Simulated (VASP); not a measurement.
## Ga$_{2}$O$_{3}$ (corundum): computed properties

Level of theory: PBEsol GGA, VASP's PBE PAW potentials (set 64) (plane waves; VASP).

```json
{
 "space_group": "R-3c (167)",
 "cell": "a = b = 5.006 Å, c = 13.461 Å, α = β = 90.00°, γ = 120.00°",
 "volume_per_atom": "9.74 Å³/atom",
 "band gap (over mesh and band path)": "2.66 eV",
 "smallest direct gap (over mesh and band path)": "2.92 eV",
 "band_edge_character": "indirect, Γ-S0 at 0.45 to Γ",
 "density": "6.39 g/cm³"
}
```

```xyz
10
Lattice="4.7139 -2.5032 -0.0042 4.7139 2.5032 -0.0042 3.3882 0.0000 4.1239" Properties=species:S:1:pos:R:3 pbc="T T T"
Ga    10.9687     0.0000     3.5224
Ga     4.5607     0.0000     1.4646
Ga     1.8472     0.0000     0.5932
Ga     8.2552     0.0000     2.6510
O      4.8981    -0.9871     3.0909
O      5.2995     1.7452     1.8408
O      7.9178     0.9871     1.0247
O      6.9936     0.7580     3.9027
O      7.5164    -1.7452     2.2748
O      5.8223    -0.7580     0.2129
```

Measured: a 4.982 Å (computed value off by +0.5 %), c 13.433 Å (computed value off by +0.2 %), as given by Marezio, Remeika, J. Chem. Phys. 46, 1862 (1967) (COD 1538347). The calculation is for a static lattice, while the measured a, c hold thermal and zero-point effects, which are part of the difference.

The compound is Ga2O3 in the corundum structure, the metastable α form; monoclinic β is stable. It was relaxed first. Symmetry was kept, so distortions that lower it aren't found.
